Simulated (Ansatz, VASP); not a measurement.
## One calculation of Ca7NiS8 (a cell with a defect), two programs

```
Ca S Ni
1.0
     5.68600    0.00000    0.00000
     0.00000   11.37200    0.00000
     0.00000    0.00000    5.68600
Ca S Ni
7 8 1
Direct
  0.00530 0.99874 0.00330
  0.00198 0.50120 0.99133
  0.99328 0.25327 0.50092
  0.00052 0.75025 0.49802
  0.50550 0.00076 0.51005
  0.50743 0.49564 0.49900
  0.51627 0.25106 0.99780
  0.50124 0.00458 0.99845
  0.49710 0.50740 0.99322
  0.50035 0.25063 0.50258
  0.48945 0.74951 0.50620
  0.99950 0.99871 0.50545
  0.98526 0.50261 0.50168
  0.01316 0.25652 0.99562
  0.99415 0.75066 0.00699
  0.50776 0.74523 0.00316
```

Change from the starting cell: parallel moments scaled by 0.2, plain SCF.

Alike in both runs: task single point; functional PBEsol; k mesh 2 × 1 × 2; occupations gaussian, width 0.01 eV; collinear spin; Hubbard terms Ni d U = 6.2 eV.

|  | VASP | Ansatz |
| --- | --- | --- |
| version | VASP 6.6.1 | Ansatz 0.2.0 |
| potentials or method | VASP PAW PBE potentials, release 64 (Ca_sv, S, Ni) | PAW, plane waves, scalar-relativistic |
| plane-wave cutoff (eV) | 520 | 420 |
| valence electrons in the cell | 128 | 136 |

Ansatz gave:

| Item | Value |
| --- | --- |
| pressure (GPa) | -3.0 |
| largest component of the traceless stress (GPa) | 0.24 |
| rms of the force components (eV/Å) | 0.181 |
| net moment per atom (μB) | 0.09 |
| size of the moment on the site where the two differ most (μB) | 1.47 |

Problem. Estimate VASP's values.

Solution. Pressure (GPa): -2.8; largest component of the traceless stress (GPa): 0.19; rms of the force components (eV/Å): 0.211; net moment per atom (μB): 0.13; size of the moment on the site where the two differ most (μB): 1.77.

Site moments also hang on the region over which each program counts them. The programs project onto different local orbitals, so the same U acts differently. The two sets of potentials don't hold the same shells in valence. Ansatz warned: «filled_band_counts_differ_across_k_points».

Caveats: the k mesh is coarse (spacing up to 0.55 Å⁻¹), so the values aren't converged; the PAW data sets were made with another functional, which shifts forces and pressure a little (VASP). The state reached can hang on the start; a lower one may exist.
